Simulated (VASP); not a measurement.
The system is Ti2RuC3.

```
Ti Ru C
1.0
     3.62431    0.00000    0.00000
    -1.81215    3.13874    0.00000
     0.00000    0.00000    8.80791
Ti Ru C
2 1 3
Direct
  0.00000 0.00000 0.99686
  0.66667 0.33333 0.33764
  0.33333 0.66667 0.66411
  0.00000 0.00000 0.25037
  0.66667 0.33333 0.59209
  0.33333 0.66667 0.90893
```

The cell was built by a generator and needn't be a form met in nature.

```yaml
Program: VASP 6.6.1
Task: relaxation of cell and atoms
Functional: PBE
Potentials_or_basis: VASP PAW PBE potentials, release 64 (Ti_sv, Ru_pv, C)
Cutoff: 520 eV
k_mesh: 6 × 6 × 2
Occupations: gaussian, width 0.15 eV
Spin: no spin polarisation
```

At the start: pressure -29.7 GPa; volume 16.70 Å³/atom.

Problem. Where does the relaxation end?

Solution. Over 11 steps the energy falls by 489.7 meV/atom and the volume is 12.67 Å³/atom (-24.1 %); space group P3m1 (No. 156, to 0.05 Å).

Step by step:
```csv
step,energy change (eV),largest force (eV/Å),pressure (GPa),volume (Å³)
1,0.0000,0.9561,-29.69,100.20
2,-0.6268,1.3333,61.11,61.68
3,-2.9147,0.7811,-1.32,76.52
4,-2.9180,0.7679,-0.49,76.04
5,-2.9178,0.7459,0.57,75.61
6,-2.9337,0.2087,0.97,75.61
7,-2.9341,0.1192,0.94,75.61
8,-2.9364,0.1396,-0.92,76.34
9,-2.9368,0.1508,-0.56,76.13
10,-2.9368,0.1563,-0.37,76.07
11,-2.9381,0.0517,-0.28,76.00
```

Final structure:
```yaml
crystal:
  lattice:
    - [3.29827, 0.00000, 0.00000]
    - [-1.64913, 2.85638, 0.00000]
    - [0.00000, 0.00000, 8.06693]
  atoms:
    - { symbol: Ti, position: [0.00000, 0.00000, 0.99571] }
    - { symbol: Ti, position: [0.66667, 0.33333, 0.33460] }
    - { symbol: Ru, position: [0.33333, 0.66667, 0.66402] }
    - { symbol: C, position: [0.00000, 0.00000, 0.24923] }
    - { symbol: C, position: [0.66667, 0.33333, 0.59987] }
    - { symbol: C, position: [0.33333, 0.66667, 0.90656] }
```

Caveat: the volume moved by over 15 % at a fixed basis, so the end points are rough.
